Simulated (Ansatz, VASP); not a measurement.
# Si2Ni (NiSi2 strained to the junction's net): VASP beside Ansatz

One calculation is typed for both programs; each brings its own data sets. How far apart do they land? Of the first pair: The structure shown is the start of the Ansatz relaxation below; VASP solves that cell, so the two are compared at the walk's first step.

Calculated with Ansatz 0.2.0; plane waves, with VASP 6.6.1 beside it; single point at PBE.

## Step 1: Starting point

The structure is cubic, space group Fm-3m (No. 225). Conventional cell: a = 5.430 Å, b = 5.430 Å, c = 5.430 Å, α = 90.00°, β = 90.00°, γ = 90.00°. Nearest to Si lie 4 Ni at 2.35 Å. Ni has 8 Si at 2.35 Å nearest. Farther neighbours are not listed.

## Step 2: Ansatz: relaxation, PBE

Ansatz runs on its default PAW (the set named soft_2) files.

The two programs are compared at the cell with which this relaxation starts, whose forces are those of its first step.

File input.yaml:

```yaml
crystal:
  lattice:
    - [3.84, 0.0, 0.0]
    - [-1.92, 3.3255375505, 0.0]
    - [0.0, 0.0, 9.4043325761]
  atoms:
    - { symbol: Si, position: [0.0, 0.0, 0.0] }
    - { symbol: Ni, position: [0.6666666667, 0.3333333333, 0.0833333333] }
    - { symbol: Si, position: [0.3333333333, 0.6666666667, 0.1666666667] }
    - { symbol: Si, position: [0.6666666667, 0.3333333333, 0.3333333333] }
    - { symbol: Ni, position: [0.3333333333, 0.6666666667, 0.4166666667] }
    - { symbol: Si, position: [0.0, 0.0, 0.5] }
    - { symbol: Si, position: [0.3333333333, 0.6666666667, 0.6666666667] }
    - { symbol: Ni, position: [0.0, 0.0, 0.75] }
    - { symbol: Si, position: [0.6666666667, 0.3333333333, 0.8333333333] }
kpoints:
  mp_grid: { grid: [12, 12, 3] }
scf:
  occupations: { method: fermi_dirac, width: 0.1 }
  max_iter: 150
hamiltonian:
  xc: pbe
relax:
  f_tol: 0.01
  max_steps: 40
  cell: { fix: [a, b, angles] }
```

Command:

```
$ ansatz run input.yaml --threads 8 --pin off --max-ram 24576MiB --backend cpu --events-out ev --progress --plain --runs-dir out
```

Numbers of over 12 decimals in the logs are rounded to 6 here.

What it wrote:

```text
Engine: ansatz 0.2.0, aarch64-unknown-linux-gnu
Pseudopotentials: kind: paw
Pseudopotential: Si, paw, valence charge 4, recommended cutoff 420 eV (normal), Si.paw.azcp
Pseudopotential: Ni, paw, valence charge 18, recommended cutoff 420 eV (normal), Ni.paw.azcp
Functional definition: PBE
  parameter kappa = 0.804
  parameter beta = 0.066725
  exchange = pbe_x(kappa = kappa, mu = beta*pi^2/3)
  correlation = pbe_c(beta = beta)
Crystal: 9 atoms, lattice volume = 120.094 Å³
Basis set: ecut = 420 eV, 2287 PW (Γ), exchange–correlation on 54×54×128 points (8 copies of the dense FFT grid, shifted against one another)
Bands: 48, of which v1, the nominal top of the filled ones, is band 39 counted from 1 (38 counted from 0)
Symmetry: 36 space group operations
Space group: R-3m (ITA 166), of the structure as read, at distance tolerance 4.9e-5 Å
k-points: 50 of 432
Non-local potential: Si, projectors of the file, l = 0: 2, l = 1: 2, l = 2: 2
Non-local potential: Ni, projectors of the file, l = 0: 3, l = 1: 2, l = 2: 3, l = 3: 1
PAW form: soft (Blöchl's): semilocal exchange-correlation on the pseudo side does not see the compensation charge
PAW one-centre angular grid: Si, 110 points (default); XC on 64 Gauss nodes
PAW one-centre angular grid: Ni, 590 points (default); XC on 64 Gauss nodes
Initial density: superposition of atomic densities (neutral atoms: chi_scale 0, normalization atom), corrected by the library's trained network
Initial wavefunctions: pseudopotential atomic-orbital guess
Functional: x = pbe(κ = 0.804, μ = 0.219515), c = pbe(β = 0.066725)
SCF iter   1: F=—  HF=-21337.252543 eV  |F-HF|=—  |Δ(HF+E_count)|=         —  Δρ=1.04e-2  dr2=9.25e-2  ethr=1.77e-3  ⟨swp⟩=7.7  Hψ=10312  notcnv=0  defer=3
preconditioner: auto → Kerker (q_TF=auto, 2.539 Å⁻¹)  [metal: Δε(μ)=0.023 eV  Ē_g=7.331 eV  σ=0.100 eV  W_gap=0.06  n_scr=36 (ndim 8)  ℏωp=24.9 eV  f_vac=0.000  D(μ)=2.76/eV (n_scr^D=24)]
SCF iter   2: F=—  HF=-21337.244016 eV  |F-HF|=—  |Δ(HF+E_count)|=   8.53e-3  Δρ=4.25e-3  dr2=1.88e-2  ethr=1.19e-4  ⟨swp⟩=2.0  Hψ=3000  notcnv=0  defer=3
SCF iter   3: F=—  HF=-21337.242056 eV  |F-HF|=—  |Δ(HF+E_count)|=   1.96e-3  Δρ=5.51e-4  dr2=2.65e-4  ethr=2.40e-5  ⟨swp⟩=1.4  Hψ=2597  notcnv=0  defer=4
SCF iter   4: F=—  HF=-21337.242208 eV  |F-HF|=—  |Δ(HF+E_count)|=   1.52e-4  Δρ=1.99e-4  dr2=6.47e-5  ethr=3.40e-7  ⟨swp⟩=2.0  Hψ=4337  notcnv=0  defer=4
SCF iter   5: F=—  HF=-21337.242202 eV  |F-HF|=—  |Δ(HF+E_count)|=   5.55e-6  Δρ=2.20e-4  dr2=4.10e-5  ethr=8.30e-8  ⟨swp⟩=2.0  Hψ=3733  notcnv=0  defer=4
SCF iter   6: F=—  HF=-21337.242205 eV  |F-HF|=—  |Δ(HF+E_count)|=   2.41e-6  Δρ=6.04e-5  dr2=4.61e-6  ethr=5.26e-8  ⟨swp⟩=2.1  Hψ=3358  notcnv=0  defer=4
SCF iter   7: F=—  HF=-21337.242206 eV  |F-HF|=—  |Δ(HF+E_count)|=   1.89e-6  Δρ=1.16e-5  dr2=2.35e-7  ethr=5.91e-9  ⟨swp⟩=2.0  Hψ=3400  notcnv=0  defer=4
SCF iter   8: F=-21337.242207 eV  HF=-21337.242207 eV  |F-HF|=1.08e-9  |Δ(HF+E_count)|=   1.50e-7  Δρ=2.55e-6  dr2=1.10e-8  ethr=1.28e-10  ⟨swp⟩=4.1  Hψ=8449  notcnv=0
SCF 1 converged in 8 iterations: F = -21337.242207 eV  dr2 = 1.10e-8
  greatest PAW one-centre occupation: 1.000 electrons in one spin orbital (limit 2), on the Ni atom at site 7 (counted from 0), in its partial waves of l = 1
relax step   1: F+E_penalty+E_count = -21337.24220659 eV  Δ(F+E_penalty+E_count) = +0.000e0 eV  max|allowed force component| = 3.279e-2 eV/Å  Δτ_max = 0.0000 Å  P = +1.161 GPa  Ω = 120.094 Å³  fix = [a, b, alpha, beta, gamma]  reactions: a +0.713, b +0.713 GPa  (8 SCF iters, dr2 threshold 1.00e-7 eV, accepted)
[...]
relax step   2: F+E_penalty+E_count = -21337.24815665 eV  Δ(F+E_penalty+E_count) = -5.950e-3 eV  max|allowed force component| = 1.990e-2 eV/Å  Δτ_max = 0.0049 Å  P = +0.465 GPa  Ω = 120.669 Å³  energy of the carried Pulay correction = -1.587e-4 eV  fix = [a, b, alpha, beta, gamma]  reactions: a +0.236, b +0.236 GPa  (6 SCF iters, dr2 threshold 9.00e-7 eV, accepted)
[...]
relax step   3: F+E_penalty+E_count = -21337.24976079 eV  Δ(F+E_penalty+E_count) = -1.604e-3 eV  max|allowed force component| = 1.781e-3 eV/Å  Δτ_max = 0.0049 Å  P = -0.119 GPa  Ω = 121.165 Å³  energy of the carried Pulay correction = -2.952e-4 eV  fix = [a, b, alpha, beta, gamma]  reactions: a -0.178, b -0.178 GPa  (6 SCF iters, dr2 threshold 9.00e-7 eV, accepted)
[...]
relax step   4: F+E_penalty+E_count = -21337.25007692 eV  Δ(F+E_penalty+E_count) = -3.161e-4 eV  max|allowed force component| = 1.818e-3 eV/Å  Δτ_max = 0.0000 Å  P = -0.118 GPa  Ω = 121.165 Å³  fix = [a, b, alpha, beta, gamma]  reactions: a -0.178, b -0.178 GPa  stress off target by 2.61e-3 GPa on what of the cell is left free  SCF on the basis re-selected at this cell (its energy is not comparable with the rows above)  (6 SCF iters)
basis re-selected at this cell: Δ(F+E_penalty+E_count) = -3.161e-4 eV, ΔP = +0.001 GPa vs the last step (what re-selecting the basis moved, of the pressure what is left beyond the Pulay correction that the steps carried, after the strain that the cell walked since its last selection, with what the two solves' SCF thresholds leave and, on support functions, any second-order correction that the steps lacked; it is no m [...]
SCF converged after 6 iterations
Free energy (F): -21337.250077 eV
Harris-Foulkes:  -21337.250077 eV  (|F-HF|=7.28e-12)
Internal energy: -21337.161385 eV  (E = F + TS)
E sigma→0 (E₀):  -21337.205731 eV
Entropy (-TS):   -0.088692 eV (-9.855 meV/atom)
Fermi energy:    12.854142 eV
--- Per-component energies (eV) ---
  E_band       = -1054.656728
  E_kinetic    = 1107.518555
  E_local      = -14804.914671  (includes V_loc(G=0)·N_el)
  E_nonlocal   = 2038.793466
  E_hartree    = 6399.499385
  E_xc         = -596.351401
  E_vxc        = -623.499574  (∫ρ·V_xc dr)
  E_paw        = -7954.306850  (= ΣΔE_a)
  E_vpaw       = -1571.555117  (= ΣTr[D̂ρ^β])
  E_aug_tail   = 0.001692  (compensation charges beyond the density's cutoff)
  E_ewald      = -7527.401562
  E_smearing   = -0.088692  (= −TS)
  E_closure    = 0.000000  (closes the sum)
  Σ components = -21337.250077   (vs F -21337.250077, Δ=0.00e0)
--- Forces (eV/Å), atoms counted from 1 ---
  atom   1  Si    -0.00000000    -0.00000000    -0.00181799
  atom   2  Ni     0.00000000    -0.00000000     0.00000000
  atom   3  Si     0.00000000     0.00000000     0.00181799
  atom   4  Si    -0.00000000    -0.00000000    -0.00181799
  atom   5  Ni    -0.00000000    -0.00000000     0.00000000
  atom   6  Si     0.00000000     0.00000000     0.00181799
  atom   7  Si    -0.00000000    -0.00000000    -0.00181799
  atom   8  Ni     0.00000000     0.00000000     0.00000000
  atom   9  Si     0.00000000     0.00000000     0.00181799
  max |Σ_I F_I| component: 2.10e-16 eV/Å
--- Stress (GPa, compression-positive) ---
       -0.177903      -0.000000      -0.000000
       -0.000000      -0.177903       0.000000
        0.000000      -0.000000       0.002613
  P = ⅓ Tr σ = -0.1177 GPa (-1.177 kbar)
--- Relaxed structure (3 steps of the walk, 3 accepted, 1 SCFs on fresh bases) ---
  F+E_penalty+E_count = -21337.25007692 eV   max|allowed force component| = 1.818e-3 eV/Å   (the final SCF, on the basis selected at the relaxed cell)
  cell:  # Å, volume = 121.1655 Å³
    - [3.840000, 0, 0]
    - [-1.920000, 3.325538, 0]
    - [0, 0, 9.488241]
  atoms:
    - { symbol: Si, position: [0, 0, -0.00103583] }
    - { symbol: Ni, position: [0.666667, 0.333333, 0.083333] }
    - { symbol: Si, position: [0.333333, 0.666667, 0.167702] }
    - { symbol: Si, position: [0.666667, 0.333333, 0.332298] }
    - { symbol: Ni, position: [0.333333, 0.666667, 0.416667] }
    - { symbol: Si, position: [0, 0, 0.501036] }
    - { symbol: Si, position: [0.333333, 0.666667, 0.665631] }
    - { symbol: Ni, position: [0, 0, 0.750000] }
    - { symbol: Si, position: [0.666667, 0.333333, 0.834369] }
```

## Step 3: VASP: single point, PBE, start cell, pair 1

The same cell, functional, mesh and smearing now go to VASP, with its own data sets.

Lines of VASP's logs that name or quote its potential files are left out, and so is its time.

File INCAR:

```
SYSTEM = Si2Ni
PREC = Accurate
ENCUT = 520
EDIFF = 1E-06
NELM = 120
ISMEAR = -1
SIGMA = 0.1
LREAL = .FALSE.
ALGO = Normal
GGA = PE
NBANDS = 36
LASPH = .TRUE.
LORBIT = 11
LWAVE = .FALSE.
LCHARG = .FALSE.
ISIF = 2
GGA_COMPAT = .FALSE.
KPAR = 2
```

File POSCAR:

```
Si2Ni
1.0
    3.8400000000      0.0000000000      0.0000000000
   -1.9200000000      3.3255380000      0.0000000000
    0.0000000000      0.0000000000      9.4043330000
Si Ni
6 3
Direct
    0.0000000000      0.0000000000      0.0000000000
    0.3333332832      0.6666665664      0.1666666844
    0.6666667168      0.3333334336      0.3333333688
    0.0000000000      0.0000000000      0.4999999468
    0.3333332832      0.6666665664      0.6666666312
    0.6666667168      0.3333334336      0.8333333156
    0.6666667168      0.3333334336      0.0833332890
    0.3333332832      0.6666665664      0.4166666578
    0.0000000000      0.0000000000      0.7499999202
```

File KPOINTS:

```
Automatic mesh
0
Gamma
12 12 3
0 0 0
```

The projector-augmented-wave data sets are Si and Ni (PBE family, release 64).

Command:

```
$ mpirun -np 2 vasp_std
```

What it wrote:

```text
[banner, memory and clock lines left out]
running    2 mpi-ranks, on    1 nodes
 distrk:  each k-point on    1 cores,    2 groups
 distr:  one band on    1 cores,    1 groups

 POSCAR found type information on POSCAR SiNi
 POSCAR found :  2 types and       9 ions
 LDA part: xc-table for (Slater+PW92), standard interpolation
 POSCAR, INCAR and KPOINTS ok, starting setup
 FFT: planning ... GRIDC
 FFT: planning ... GRID_SOFT
 FFT: planning ... GRID
 WAVECAR not read
 entering main loop
       N       E                     dE             d eps       ncg     rms          rms(c)
DAV:   1     0.333390691343E+03    0.33339E+03   -0.22771E+04  3600   0.157E+03
DAV:   2    -0.275943374437E+02   -0.36099E+03   -0.34750E+03  3604   0.345E+02
DAV:   3    -0.569958257823E+02   -0.29401E+02   -0.28230E+02  4284   0.110E+02
DAV:   4    -0.581657823448E+02   -0.11700E+01   -0.11594E+01  4432   0.206E+01
DAV:   5    -0.582040621174E+02   -0.38280E-01   -0.38236E-01  4676   0.374E+00    0.281E+01
DAV:   6    -0.719234251806E+02   -0.13719E+02   -0.17514E+02  4592   0.198E+02    0.438E+01
DAV:   7    -0.531712948916E+02    0.18752E+02   -0.44206E+01  4332   0.114E+02    0.108E+01
DAV:   8    -0.523894663616E+02    0.78183E+00   -0.15169E+01  5444   0.487E+01    0.661E+00
DAV:   9    -0.521390536214E+02    0.25041E+00   -0.22030E+00  5116   0.183E+01    0.163E+00
DAV:  10    -0.521413706791E+02   -0.23171E-02   -0.47541E-02  4600   0.212E+00    0.957E-01
DAV:  11    -0.521386475866E+02    0.27231E-02   -0.98251E-03  4060   0.455E-01    0.462E-01
DAV:  12    -0.521382980024E+02    0.34958E-03   -0.32057E-03  4736   0.811E-01    0.184E-01
DAV:  13    -0.521382332445E+02    0.64758E-04   -0.54866E-04  4584   0.373E-01    0.262E-02
DAV:  14    -0.521382377057E+02   -0.44613E-05   -0.58090E-05  4820   0.761E-02    0.248E-02
DAV:  15    -0.521382383302E+02   -0.62447E-06   -0.39726E-06  3908   0.126E-02
   1 F= -.52138238E+02 E0= -.52093178E+02  d E =-.901215E-01
```

OUTCAR, selected parts (step 3):

```text
ion  position               nearest neighbor table
   1  0.000  0.000  0.000-   9 2.35   7 2.35   7 2.35   7 2.35   6 2.72   2 2.72   2 2.72   6 2.72
                             6 2.72   2 2.72
   2  0.333  0.667  0.167-   8 2.35   7 2.35   7 2.35   7 2.35   3 2.72   3 2.72   1 2.72   1 2.72
                             1 2.72   3 2.72
   3  0.667  0.333  0.333-   7 2.35   8 2.35   8 2.35   8 2.35   4 2.72   4 2.72   4 2.72   2 2.72
                             2 2.72   2 2.72
   4  0.000  0.000  0.500-   9 2.35   8 2.35   8 2.35   8 2.35   3 2.72   3 2.72   3 2.72   5 2.72
                             5 2.72   5 2.72
   5  0.333  0.667  0.667-   8 2.35   9 2.35   9 2.35   9 2.35   6 2.72   6 2.72   4 2.72   4 2.72
                             4 2.72   6 2.72
   6  0.667  0.333  0.833-   7 2.35   9 2.35   9 2.35   9 2.35   5 2.72   5 2.72   1 2.72   1 2.72
                             1 2.72   5 2.72
   7  0.667  0.333  0.083-   6 2.35   3 2.35   1 2.35   2 2.35   2 2.35   1 2.35   1 2.35   2 2.35

  LATTYP: Found a hexagonal cell.
 ALAT       =     3.8400000000
 C/A-ratio  =     2.4490450521

 Subroutine GETGRP returns: Found 12 space group operations
 (whereof  6 operations were pure point group operations)

The static configuration has the point symmetry C_3v.
 The point group associated with its full space group is D_3d.

 Found     50 irreducible k-points:

   k-points           NKPTS =     50   k-points in BZ     NKDIM =     50   number of bands    NBANDS=     36

   dimension x,y,z NGX =    30 NGY =   30 NGZ =   70
   dimension x,y,z NGXF=    60 NGYF=   60 NGZF=  140

   ENCUT  =  520.0 eV  38.22 Ry    6.18 a.u.   7.14  7.14 17.49*2*pi/ulx,y,z

   NELECT =      54.0000    total number of electrons

 k-points in reciprocal lattice and weights: Automatic mesh
   0.00000000  0.00000000  0.00000000       0.002
   0.08333333 -0.00000000  0.00000000       0.014
   0.16666667 -0.00000000  0.00000000       0.014
   0.25000000  0.00000000  0.00000000       0.014
   0.33333333 -0.00000000  0.00000000       0.014
   0.41666667  0.00000000  0.00000000       0.014
   0.50000000  0.00000000  0.00000000       0.007
   0.08333333  0.08333333  0.00000000       0.014
   0.16666667  0.08333333  0.00000000       0.028
[...]
-0.25000000 -0.41666667  0.33333333       0.028
   0.33333333  0.33333333  0.33333333       0.009

 average (electrostatic) potential at core
       1 -80.0766       2 -80.0767       3 -80.0767       4 -80.0767       5 -80.0767
       6 -80.0767       7 -82.4765       8 -82.4765       9 -82.4765

 E-fermi :  10.2087

 k-point     1 :       0.0000    0.0000    0.0000
  band No.  band energies     occupation
    ...
     21       9.5308      1.99773
     22       9.5308      1.99773
     23       9.5308      1.99773
     24       9.5308      1.99773
     25       9.8498      1.94623
     26      11.6619      0.00000
     27      11.6619      0.00000
     28      11.9309      0.00000
     29      11.9309      0.00000
     30      11.9354      0.00000
    ...

 k-point     2 :       0.0833   -0.0000    0.0000
  band No.  band energies     occupation
    ...
     21       8.6888      2.00000
     22       8.9679      1.99999
     23       9.3589      1.99959
     24       9.7633      1.97701
     25       9.7759      1.97396
     26      11.0085      0.00067
     27      11.2120      0.00009
     28      11.2216      0.00008
     29      11.7903      0.00000
     30      11.8371      0.00000
    ...

 k-point     3 :       0.1667   -0.0000    0.0000
  band No.  band energies     occupation
    ...
     21       7.8992      2.00000
     22       8.3434      2.00000
     23       8.6484      2.00000
     24       9.0970      1.99997
     25       9.5428      1.99744
     26      10.3660      0.34372
     27      10.5300      0.07740
     28      10.6657      0.02051
     29      11.5689      0.00000
     30      11.6330      0.00000
    ...

  Total        0.5170657      0.5170658      1.5373773      0.0000000     -0.0000000      0.0000000
  in kB        6.8981901      6.8981919     20.5102010      0.0000000     -0.0000000      0.0000000
  external PRESSURE =      11.4355277 kB  Pullay stress =       0.0000000 kB

  energy-cutoff  :      520.00
  volume of cell :      120.09
      direct lattice vectors                 reciprocal lattice vectors
     3.840000000  0.000000000  0.000000000     0.260416667  0.150351612  0.000000000
    -1.920000000  3.325538000  0.000000000     0.000000000  0.300703225  0.000000000
     0.000000000  0.000000000  9.404333000     0.000000000  0.000000000  0.106333963

 POSITION                                       TOTAL-FORCE (eV/Angst)
 -----------------------------------------------------------------------------------
      0.00000      0.00000      0.00000        -0.000000      0.000000     -0.033422
      0.00000      2.21702      1.56739         0.000000      0.000000      0.033422
      1.92000      1.10851      3.13478        -0.000000      0.000000     -0.033422
      0.00000      0.00000      4.70217         0.000000     -0.000000      0.033422
      0.00000      2.21702      6.26955        -0.000000      0.000000     -0.033422
      1.92000      1.10851      7.83694         0.000000     -0.000000      0.033422
      1.92000      1.10851      0.78369        -0.000000     -0.000000     -0.000000
      0.00000      2.21702      3.91847        -0.000000      0.000000     -0.000000
      0.00000      0.00000      7.05325        -0.000000     -0.000000      0.000000
 -----------------------------------------------------------------------------------
    total drift:                                0.000000      0.000000     -0.000044

  FREE ENERGIE OF THE ION-ELECTRON SYSTEM (eV)
  ---------------------------------------------------
  free  energy   TOTEN  =       -52.1382383302 eV

  energy  without entropy=      -52.0481168350  energy(sigma->0) =      -52.09317758

 total charge
# of ion       s       p       d       tot
------------------------------------------
    1        0.742   0.836   0.000   1.578
    2        0.742   0.836   0.000   1.578
    3        0.742   0.836   0.000   1.578
    4        0.742   0.836   0.000   1.578
    5        0.742   0.836   0.000   1.578
    6        0.742   0.836   0.000   1.578
    7        0.552   0.782   8.439   9.773
    8        0.552   0.782   8.439   9.773
    9        0.552   0.782   8.439   9.773
--------------------------------------------------
tot          6.109   7.363  25.318  38.790

[... 3 further parts left out ...]
```

This run has no spin polarisation, so a moment on Ni, if there is one, isn't seen.

## Step 4: Comparison

Known differences besides the potentials themselves: the data sets hold 78 valence electrons in Ansatz (on its default PAW (the set named soft_2) files) and 54 in VASP; the cutoff is 420 eV in Ansatz and 520 eV in VASP. Total energies have different zeros and are not compared.

The forces differ by 0.3 meV/Å r.m.s.; no other quantity is compared for this pair.

(Part 1 of 2 ends here.)

[Lines on the potential files, build, host, timing and source positions are cut from VASP's logs without a mark.]

[Logs are printed without paths, hosts, clocks, repeated set-up lines and the standing remarks that a program may print on its own settings, such as how far it seeks lower states.]

[Hosts, paths, dates, database ids (printed as entryN), source tags and the programs' standing remarks are cut or masked in the printed files.]
